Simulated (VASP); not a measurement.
# Adsorption sites of H on Cu(100), part 2 of 6

Where does H sit on Cu(100), and how strongly does it bind?

VASP 6.6.1, plane waves and PAW; the level of theory is named at each step.

So far. Step 3 (The bulk reference, job self-consistent run, k-mesh …): The run ends at a pressure of 0.87 GPa.

### Step 4. Relaxing the slab

Level of this step: RPBE; plane waves and PAW (Cu) (VASP).

System of this step: Cu(100). The cell holds 16 atoms: 16 Cu. Its edges and angles: a = 5.193 Å, b = 5.193 Å, c = 20.508 Å, α = 90.0°, β = 90.0°, γ = 90.0°. It derives from Cu. 4 layers of fcc Cu, cut at this functional's lattice. Vacuum lies along c.

The free atoms relax, while those held by selective dynamics keep their cut positions.

Input file INCAR:

```
SYSTEM = Cu
PREC = Normal
ENCUT = 330
EDIFF = 1E-05
NELM = 120
ISMEAR = 1
SIGMA = 0.15
LREAL = Auto
ALGO = Fast
GGA = RP
NBANDS = 109
LASPH = .TRUE.
LORBIT = 11
LWAVE = .FALSE.
LCHARG = .FALSE.
KPAR = 2
NCORE = 2
IBRION = 2
NSW = 40
ISIF = 2
EDIFFG = -0.03
POTIM = 0.4
MAXMIX = 40
IDIPOL = 3
LDIPOL = .TRUE.
DIPOL = 0.5 0.5 0.5
```

Input file POSCAR:

```
Cu
1.0
    5.1926374917      0.0000000000      0.0000000000
    0.0000000000      5.1926374917      0.0000000000
    0.0000000000      0.0000000000     20.5076237739
Cu
16
Selective dynamics
Direct
    0.2500000000      0.2500000000      0.3657176500  F F F
    0.7500000000      0.2500000000      0.3657176500  F F F
    0.2500000000      0.7500000000      0.3657176500  F F F
    0.7500000000      0.7500000000      0.3657176500  F F F
    0.0000000000      0.0000000000      0.4552392200  F F F
    0.5000000000      0.0000000000      0.4552392200  F F F
    0.0000000000      0.5000000000      0.4552392200  F F F
    0.5000000000      0.5000000000      0.4552392200  F F F
    0.2500000000      0.2500000000      0.5447607800  T T T
    0.7500000000      0.2500000000      0.5447607800  T T T
    0.2500000000      0.7500000000      0.5447607800  T T T
    0.7500000000      0.7500000000      0.5447607800  T T T
    0.0000000000      0.0000000000      0.6342823500  T T T
    0.5000000000      0.0000000000      0.6342823500  T T T
    0.0000000000      0.5000000000      0.6342823500  T T T
    0.5000000000      0.5000000000      0.6342823500  T T T
```

Input file KPOINTS:

```
Automatic mesh
0
Gamma
5 5 1
0 0 0
```

Potentials, in the order of the species: Cu (PBE family, release 64).

Launch:

```
> mpirun -np 4 vasp_std
```

The program printed:

```text
[banner, memory and clock lines left out]
running    4 mpi-ranks, on    1 nodes
 distrk:  each k-point on    2 cores,    2 groups
 distr:  one band on    2 cores,    1 groups

 POSCAR found type information on POSCAR Cu
 POSCAR found :  1 types and      16 ions
 [... a notice as in an earlier step ...]

 LDA part: xc-table for (Slater+PW92), standard interpolation
 POSCAR, INCAR and KPOINTS ok, starting setup
 FFT: planning ... GRIDC
 FFT: planning ... GRID_SOFT
 FFT: planning ... GRID
 WAVECAR not read
 entering main loop
       N       E                     dE             d eps       ncg     rms          rms(c)
DAV:   1     0.143079780291E+04    0.14308E+04   -0.57447E+04  1308   0.144E+03
DAV:   2     0.958224135193E+02   -0.13350E+04   -0.12858E+04  1308   0.369E+02
DAV:   3    -0.516328820258E+02   -0.14746E+03   -0.13446E+03  1357   0.173E+02
DAV:   4    -0.581918913927E+02   -0.65590E+01   -0.64453E+01  1427   0.496E+01
DAV:   5    -0.583550180835E+02   -0.16313E+00   -0.16276E+00  1496   0.609E+00    0.263E+01
RMM:   6    -0.527864239442E+02    0.55686E+01   -0.12141E+02  1313   0.849E+01    0.152E+01
RMM:   7    -0.479592680702E+02    0.48272E+01   -0.25517E+01  1312   0.425E+01    0.235E+00
RMM:   8    -0.480165507116E+02   -0.57283E-01   -0.18796E+00  1332   0.633E+00    0.238E+00
RMM:   9    -0.479819286511E+02    0.34622E-01   -0.58918E-01  1321   0.490E+00    0.543E-01
RMM:  10    -0.479888463946E+02   -0.69177E-02   -0.17143E-01  1529   0.155E+00    0.485E-01
RMM:  11    -0.479865773485E+02    0.22690E-02   -0.20793E-02  1350   0.813E-01    0.405E-01
RMM:  12    -0.479797245609E+02    0.68528E-02   -0.89080E-03  1351   0.570E-01    0.187E-01
RMM:  13    -0.479764258191E+02    0.32987E-02   -0.60574E-03  1355   0.283E-01    0.645E-02
RMM:  14    -0.479761610600E+02    0.26476E-03   -0.12292E-03  1335   0.213E-01    0.471E-02
RMM:  15    -0.479760952881E+02    0.65772E-04   -0.69580E-04  1386   0.108E-01    0.460E-02
RMM:  16    -0.479763291093E+02   -0.23382E-03   -0.42604E-04  1328   0.109E-01    0.313E-02
RMM:  17    -0.479765803749E+02   -0.25127E-03   -0.18601E-04  1316   0.686E-02    0.204E-02
RMM:  18    -0.479769272478E+02   -0.34687E-03   -0.13806E-04  1266   0.447E-02    0.173E-02
RMM:  19    -0.479770292480E+02   -0.10200E-03   -0.68208E-05  1122   0.501E-02    0.603E-03
RMM:  20    -0.479770941234E+02   -0.64875E-04   -0.28559E-05   859   0.196E-02    0.600E-03
RMM:  21    -0.479771309761E+02   -0.36853E-04   -0.17609E-05   782   0.269E-02    0.784E-03
RMM:  22    -0.479771749040E+02   -0.43928E-04   -0.20162E-05   769   0.339E-02    0.921E-03
RMM:  23    -0.479771918408E+02   -0.16937E-04   -0.59331E-06   756   0.188E-02    0.859E-04
RMM:  24    -0.479771955923E+02   -0.37515E-05   -0.66202E-07   622   0.328E-03
   1 F= -.47977196E+02 E0= -.47974752E+02  d E =-.479772E+02
 curvature:   0.00 expect dE= 0.000E+00 dE for cont linesearch  0.000E+00
 trial: gam= 0.00000 g(F)=  0.121E-01 g(S)=  0.000E+00 ort = 0.000E+00 (trialstep = 0.100E+01)
 search vector abs. value=  0.121E-01
 bond charge predicted
       N       E                     dE             d eps       ncg     rms          rms(c)
DAV:   1    -0.479831605777E+02   -0.59687E-02   -0.26792E+00  1416   0.517E+00    0.114E-01
RMM:   2    -0.479869132229E+02   -0.37526E-02   -0.33267E-02  1319   0.121E+00    0.262E-01
RMM:   3    -0.479873107594E+02   -0.39754E-03   -0.15838E-02  1583   0.648E-01    0.109E-01
RMM:   4    -0.479876283325E+02   -0.31757E-03   -0.27258E-03  1526   0.198E-01    0.118E-01
RMM:   5    -0.479875463090E+02    0.82024E-04   -0.29462E-04  1316   0.109E-01    0.111E-01
RMM:   6    -0.479876255981E+02   -0.79289E-04   -0.27391E-03  1826   0.211E-01    0.118E-01
RMM:   7    -0.479874080535E+02    0.21754E-03   -0.91334E-04  1482   0.158E-01    0.214E-02
RMM:   8    -0.479874624836E+02   -0.54430E-04   -0.26232E-04  1321   0.638E-02    0.270E-02
RMM:   9    -0.479874564848E+02    0.59988E-05   -0.38450E-05   959   0.480E-02
   2 F= -.47987456E+02 E0= -.47984900E+02  d E =-.102609E-01
[...]
3 F= -.47995762E+02 E0= -.47993106E+02  d E =-.185665E-01
 curvature:  -1.46 expect dE=-0.439E-03 dE for cont linesearch -0.395E-03
 ZBRENT: extrapolating
 opt :   3.0177  next Energy=   -47.996165 (dE=-0.190E-01)
 bond charge predicted
       N       E                     dE             d eps       ncg     rms          rms(c)
DAV:   1    -0.479954931899E+02    0.27041E-03   -0.53170E-01  1393   0.229E+00    0.497E-02
RMM:   2    -0.479960549133E+02   -0.56172E-03   -0.54350E-03  1306   0.544E-01    0.582E-02
RMM:   3    -0.479962802794E+02   -0.22537E-03   -0.23871E-03  1393   0.227E-01    0.222E-02
RMM:   4    -0.479963407804E+02   -0.60501E-04   -0.55574E-04  1678   0.112E-01    0.994E-03
RMM:   5    -0.479963437072E+02   -0.29269E-05   -0.12210E-05   780   0.149E-02
   4 F= -.47996344E+02 E0= -.47993672E+02  d E =-.191481E-01
 curvature:  -1.49 expect dE=-0.609E-04 dE for cont linesearch -0.200E-05
 trial: gam=-0.00716 g(F)=  0.410E-04 g(S)=  0.000E+00 ort = 0.128E-03 (trialstep = 0.140E+01)
 search vector abs. value=  0.398E-04
 reached required accuracy - stopping structural energy minimisation
```

The job ended after 55 s (4 MPI ranks of AMD EPYC 9R45, shared host; peak memory 0.76 GiB).

From OUTCAR (step 4):

```text
  LATTYP: Found a simple tetragonal cell.
 ALAT       =     5.1926374917
 C/A-ratio  =     3.9493655790

 Subroutine GETGRP returns: Found 16 space group operations
 (whereof  8 operations were pure point group operations)

The static configuration has the point symmetry C_4v.
 The point group associated with its full space group is D_4h.

 Found      6 irreducible k-points:

   k-points           NKPTS =      6   k-points in BZ     NKDIM =      6   number of bands    NBANDS=    109

   dimension x,y,z NGX =    24 NGY =   24 NGZ =   96
   dimension x,y,z NGXF=    48 NGYF=   48 NGZF=  192

   ENCUT  =  330.0 eV  24.25 Ry    4.92 a.u.   7.69  7.69 30.38*2*pi/ulx,y,z

   NELECT =     176.0000    total number of electrons

 dipolmoment           0.000000      0.000000     -0.002175 electrons x Angstroem

 E-fermi :  -0.1411

 k-point     1 :       0.0000    0.0000    0.0000
  band No.  band energies     occupation
    ...
     88      -0.4483      2.01366
     89      -0.1755      1.37739
     90      -0.1755      1.37739
     91      -0.1507      1.10772
     92      -0.1507      1.10772
     93       1.0565     -0.00000
     94       2.3296     -0.00000
     95       2.3296     -0.00000
     96       3.0194      0.00000
     97       3.0194      0.00000
    ...

 k-point     2 :       0.2000    0.0000    0.0000
  band No.  band energies     occupation
    ...
     84      -1.3984      2.00000
     85      -1.3790      2.00000
     86      -0.2169      1.74609
     87      -0.2145      1.72801
     88      -0.1692      1.31059
     89       0.0101     -0.05195
     90       0.2198     -0.00348
     91       0.2351     -0.00223
     92       1.4848     -0.00000
     93       1.4860     -0.00000
    ...

  Total       -4.2820948     -4.2820948     -1.8277681      0.0000000     -0.0000000      0.0000000
  in kB      -12.4072494    -12.4072494     -5.2959066      0.0000000     -0.0000000      0.0000000
  external PRESSURE =     -10.0368018 kB  Pullay stress =       0.0000000 kB

  energy-cutoff  :      330.00
  volume of cell :      552.96
      direct lattice vectors                 reciprocal lattice vectors
     5.192637492  0.000000000  0.000000000     0.192580360  0.000000000  0.000000000
     0.000000000  5.192637492  0.000000000     0.000000000  0.192580360  0.000000000
     0.000000000  0.000000000 20.507623774     0.000000000  0.000000000  0.048762354

 POSITION                                       TOTAL-FORCE (eV/Angst)
 -----------------------------------------------------------------------------------
      1.29816      1.29816      7.50000         0.000000      0.000000      0.169220
      3.89448      1.29816      7.50000         0.000000      0.000000      0.169220
      1.29816      3.89448      7.50000         0.000000     -0.000000      0.169220
      3.89448      3.89448      7.50000         0.000000     -0.000000      0.169220
      0.00000      0.00000      9.33587        -0.000000     -0.000000     -0.147494
      2.59632      0.00000      9.33587         0.000000     -0.000000     -0.147494
      0.00000      2.59632      9.33587        -0.000000     -0.000000     -0.147494
      2.59632      2.59632      9.33587        -0.000000      0.000000     -0.147494
      1.29816      1.29816     11.19816         0.000000      0.000000     -0.007024
      3.89448      1.29816     11.19816        -0.000000     -0.000000     -0.007024
      1.29816      3.89448     11.19816         0.000000     -0.000000     -0.007024
      3.89448      3.89448     11.19816        -0.000000      0.000000     -0.007024
      5.19264      0.00000     12.98846        -0.000000      0.000000     -0.014703
      2.59632      0.00000     12.98846        -0.000000      0.000000     -0.014703
      0.00000      2.59632     12.98846        -0.000000      0.000000     -0.014703
      2.59632      2.59632     12.98846        -0.000000     -0.000000     -0.014703
 -----------------------------------------------------------------------------------
    total drift:                                0.000000      0.000000     -0.007220

  FREE ENERGIE OF THE ION-ELECTRON SYSTEM (eV)
  ---------------------------------------------------
  free  energy   TOTEN  =       -47.9963437072 eV

  energy  without entropy=      -47.9883298382  energy(sigma->0) =      -47.99367242

 vacuum level on the upper side and lower side of the slab         3.808         3.847

 total charge
# of ion       s       p       d       tot
------------------------------------------
    1        0.426   0.232   9.206   9.864
    2        0.426   0.232   9.206   9.864
    3        0.426   0.232   9.206   9.864
    4        0.426   0.232   9.206   9.864
    5        0.421   0.340   9.167   9.928
    6        0.421   0.340   9.167   9.928
    7        0.421   0.340   9.167   9.928
    8        0.421   0.340   9.167   9.928
    9        0.425   0.348   9.167   9.940
   10        0.425   0.348   9.167   9.940
   11        0.425   0.348   9.167   9.940
   12        0.425   0.348   9.167   9.940
   13        0.430   0.240   9.206   9.876
   14        0.430   0.240   9.206   9.876
   15        0.430   0.240   9.206   9.876
   16        0.430   0.240   9.206   9.876
--------------------------------------------------
tot          6.805   4.643 146.985 158.433

[... 1 part as in an earlier step ...]

[... 7 further parts left out ...]
```

The run keeps the 8 symmetry operations of its start, so it cannot find a distortion of lower symmetry.

Step by step:

```csv
step,energy less that of the first step (eV),largest force (eV/Å)
1,0.0000,0.2268
2,-0.0103,0.1509
3,-0.0186,0.0360
4,-0.0191,0.0147
```

The atoms that moved most (Å):

```csv
atom,dx,dy,dz,length
Cu12,0.000,0.000,0.026,0.026
Cu11,0.000,0.000,0.026,0.026
Cu10,0.000,0.000,0.026,0.026
Cu9,0.000,0.000,0.026,0.026
Cu16,0.000,0.000,-0.019,0.019
Cu15,0.000,0.000,-0.019,0.019
Cu14,0.000,0.000,-0.019,0.019
Cu13,0.000,0.000,-0.019,0.019
```

Final coordinates:

```xyz
16
Lattice="5.1926 0.0000 0.0000 0.0000 5.1926 0.0000 0.0000 0.0000 20.5076" Properties=species:S:1:pos:R:3
Cu    1.2982    1.2982    7.5000
Cu    3.8945    1.2982    7.5000
Cu    1.2982    3.8945    7.5000
Cu    3.8945    3.8945    7.5000
Cu    0.0000    0.0000    9.3359
Cu    2.5963    0.0000    9.3359
Cu    0.0000    2.5963    9.3359
Cu    2.5963    2.5963    9.3359
Cu    1.2982    1.2982   11.1982
Cu    3.8945    1.2982   11.1982
Cu    1.2982    3.8945   11.1982
Cu    3.8945    3.8945   11.1982
Cu    0.0000    0.0000   12.9885
Cu    2.5963    0.0000   12.9885
Cu    0.0000    2.5963   12.9885
Cu    2.5963    2.5963   12.9885
```

Numbers from this step:

* electronic cycles: 45
* electrons: 176
* free energy (TOTEN): -48.00 eV
* energy at zero smearing: -47.99 eV
* Fermi energy: -0.1411 eV
* dipole moment: 0, 0, -0.002175 e·Å

The run ended after 4 ionic steps, 0.019 eV below its first step, once the forces on the free atoms met EDIFFG = -0.03.

[end of part 2 of 6]

[Lines on the potential files, build, host, timing and source positions are cut from VASP's logs without a mark.]

[Logs are printed without paths, hosts, clocks, repeated set-up lines and the standing remarks that a program may print on its own settings, such as how far it seeks lower states.]

[Hosts, paths, dates, database ids (printed as entryN), source tags and the programs' standing remarks are cut or masked in the printed files.]

[Runs that stopped without an error message from VASP are left out.]
